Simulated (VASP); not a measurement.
Here is the system:

```xyz
2
Lattice="0.0000 2.1335 2.1335 2.1335 0.0000 2.1335 2.1335 2.1335 0.0000" Properties=species:S:1:pos:R:3 pbc="T T T"
Si     0.0000     0.0000     0.0000
C      1.0667     1.0667     1.0667
```

Computed with AM05 GGA, VASP's PBE PAW potentials (set 64) (plane waves; VASP). Run with 520 eV cut-off, 10×10×10 Γ-centred mesh, Gaussian smearing of 0.050 eV, potentials Si C.

Q: The job: SiC (zinc blende), 2 atoms, AM05, static run, 520 eV, 10×10×10 Γ-centred mesh. Roughly how much core time does it take on a busy server core?

A: About 20 core-seconds (one run on a shared machine, a rough figure). It had 47 irreducible k-points, 8 bands, up to 544 plane waves and 13 electronic steps.

The compound is SiC in the zinc blende structure. This cell is one point of a volume scan, at 0.94 of the reference volume.
